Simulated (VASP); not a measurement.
Here is the system:

```
HfAs
1.0
    0.00000     3.00278     3.00278
    3.00278     0.00000     3.00278
    3.00278     3.00278     0.00000
Hf As
1 1
Direct
  0.00000   0.00000   0.00000
  0.25000   0.25000   0.25000
```

The numbers are results of PBE GGA, VASP's PBE PAW potentials (set 64) (plane waves; VASP), not measurements. Settings: 400 eV cut-off, Gaussian smearing of 0.050 eV, potentials Hf_pv As.

Unless said otherwise, spin-orbit coupling is left out, though it shifts the bands of the heavy elements here.

Predict the band gap (along the path) with the smallest direct gap where there is one.

| Item | Value |
|---|---|
| band gap (along the path) | none (metal, semimetal or under 0.01 eV) |

The structure was generated: HfAs was put into the zinc blende type (F-43m), which need not be its known phase. It was relaxed first, which changed the volume by -31 %. The electron count is odd and the run is not spin-polarised, which forces a metal.
